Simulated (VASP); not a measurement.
Calculation: LDA (Ceperley-Alder, Perdew-Zunger), VASP's LDA PAW potentials (set 64) (plane waves; VASP 6.6.1).

VASP ran on this input.

### INCAR
```
ALGO=Normal
EDIFF=1E-6
EDIFFG=-0.02
ENCUT=500
IBRION=2
ISIF=3
ISMEAR=0
LASPH=.TRUE.
LCHARG=.FALSE.
LREAL=.FALSE.
LWAVE=.FALSE.
NELM=100
NSW=40
PREC=Accurate
SIGMA=0.05
SYSTEM=Si
```

**KPOINTS**
```
Automatic mesh
0
Gamma
8 8 8
0 0 0
```

POSCAR:
```
Si
1
    0.0000000000     2.7014653578     2.7014653578
    2.7014653578    -0.0000000000     2.7014653578
    2.7014653578     2.7014653578    -0.0000000000
Si
2
Direct
  0.0000000000   0.0000000000   0.0000000000
  0.2500000000   0.2500000000   0.2500000000
```

POTCAR, in this order: Si (LDA.64 set). Program: vasp_std.

Output

File OSZICAR:
```
       N       E                     dE             d eps       ncg     rms          rms(c)
DAV:   1     0.639179590296E+01    0.63918E+01   -0.32318E+03   464   0.756E+02
DAV:   2    -0.118876389708E+02   -0.18279E+02   -0.17409E+02   696   0.830E+01
DAV:   3    -0.121868309648E+02   -0.29919E+00   -0.29919E+00   624   0.131E+01
DAV:   4    -0.121879307212E+02   -0.10998E-02   -0.10998E-02   728   0.814E-01
DAV:   5    -0.121879325663E+02   -0.18452E-05   -0.18446E-05   592   0.261E-02    0.511E+00
DAV:   6    -0.120002696862E+02    0.18766E+00   -0.12867E-01   584   0.180E+00    0.307E+00
DAV:   7    -0.119155280219E+02    0.84742E-01   -0.22412E-01   552   0.242E+00    0.253E-01
DAV:   8    -0.119155454285E+02   -0.17407E-04   -0.65704E-03   528   0.607E-01    0.684E-02
DAV:   9    -0.119155260472E+02    0.19381E-04   -0.19995E-04   696   0.972E-02    0.587E-02
DAV:  10    -0.119155310216E+02   -0.49743E-05   -0.10071E-05   544   0.241E-02    0.340E-02
DAV:  11    -0.119155309550E+02    0.66561E-07   -0.64833E-07   440   0.580E-03
   1 F= -.11915531E+02 E0= -.11915531E+02  d E =-.119155E+02
```

OUTCAR:
```
------------------------ aborting loop because EDIFF is reached ----------------------------------------
  FORCE on cell =-STRESS in cart. coord.  units (eV):
  Direction    XX          YY          ZZ          XY          YZ          ZX
  --------------------------------------------------------------------------------------
  Total        0.0004644      0.0004644      0.0004644     -0.0000000     -0.0000000     -0.0000000
  in kB        0.0188682      0.0188682      0.0188682     -0.0000000     -0.0000000     -0.0000000
  external PRESSURE =       0.0188682 kB  Pullay stress =       0.0000000 kB
  volume of cell :       39.43
      direct lattice vectors                 reciprocal lattice vectors
     0.000000000  2.701465358  2.701465358    -0.185084735  0.185084735  0.185084735
     2.701465358  0.000000000  2.701465358     0.185084735 -0.185084735  0.185084735
     2.701465358  2.701465358  0.000000000     0.185084735  0.185084735 -0.185084735
 POSITION                                       TOTAL-FORCE (eV/Angst)
 -----------------------------------------------------------------------------------
      0.00000      0.00000      0.00000         0.000000     -0.000000      0.000000
      1.35073      1.35073      1.35073        -0.000000      0.000000     -0.000000
 -----------------------------------------------------------------------------------
    total drift:                                0.000000      0.000000     -0.000000
  FREE ENERGIE OF THE ION-ELECTRON SYSTEM (eV)
  ---------------------------------------------------
  free  energy   TOTEN  =       -11.9155309550 eV

  energy  without entropy=      -11.9155309550  energy(sigma->0) =      -11.91553096

 reached required accuracy - stopping structural energy minimisation
```
(Selected blocks of OUTCAR.)

The compound is Si in the diamond structure. It was relaxed first.
